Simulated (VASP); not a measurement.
An input for Ansatz (written as the equivalent of a VASP run, and not itself run):

Ansatz 0.2 input:
```yaml
crystal:
  lattice:
    - [1.7797804, -3.0826701, 0.0000000]
    - [1.7797804, 3.0826701, 0.0000000]
    - [0.0000000, 0.0000000, 4.5435810]
  atoms:
    - { symbol: Pt, position: [1.0000000, 1.0000000, 0.0000000] }
    - { symbol: S, position: [0.3333330, 0.6666670, 0.2615106] }
    - { symbol: S, position: [0.6666670, 0.3333330, 0.7384894] }
kpoints:
  mp_grid: { grid: [9, 9, 6] }
hamiltonian:
  xc: lda
  pseudopotentials: { kind: paw }
scf:
  occupations: { method: methfessel_paxton, width: 0.1 }
  max_iter: 100
relax:
  max_steps: 30
  f_tol: 0.001
output: { forces: true, stress: true, eigenvalues: true }
```

Problem. Write the VASP files for the same calculation (LDA).

Solution. Several could match; the one computed here: 
KPOINTS:
```
Automatic mesh
0
Gamma
9 9 6
0 0 0
```

INCAR:
```
SYSTEM = PtS2
PREC = Accurate
ENCUT = 400
EDIFF = 1E-8
NELM = 100
ALGO = Normal
LREAL = .FALSE.
LASPH = .TRUE.
ISMEAR = 1
SIGMA = 0.1
LMAXMIX = 6
LWAVE = .FALSE.
LCHARG = .FALSE.
IBRION = 1
ISIF = 2
NSW = 30
EDIFFG = -0.001
```

POSCAR:
```
PtS2
1.0
  1.7797803876  -3.0826701293   0.0000000000
  1.7797803876   3.0826701293   0.0000000000
  0.0000000000   0.0000000000   4.5435809962
Pt S
1 2
direct
  1.0000000000   1.0000000000   0.0000000000
  0.3333330000   0.6666670000   0.2615105618
  0.6666670000   0.3333330000   0.7384894382
```

POTCAR, in this order: Pt S (LDA.64 set). Program: vasp_std.

Limits of the translation: each code has its own PAW files, so the cut-off isn't converted (ENCUT is set for VASP's; basis.ecutwfc is left out, and Ansatz then takes the one that its files recommend); Ansatz stops its SCF on the density residual and VASP on the energy change (EDIFF); Ansatz's lda is the Perdew-Wang form, while the LDA potentials of VASP carry Perdew-Zunger's.

The compound is PtS2 in the 1T layered structure. This run relaxes the ions in a fixed cell. Symmetry was kept, so distortions that lower it aren't found. The start is the result of an earlier pass.
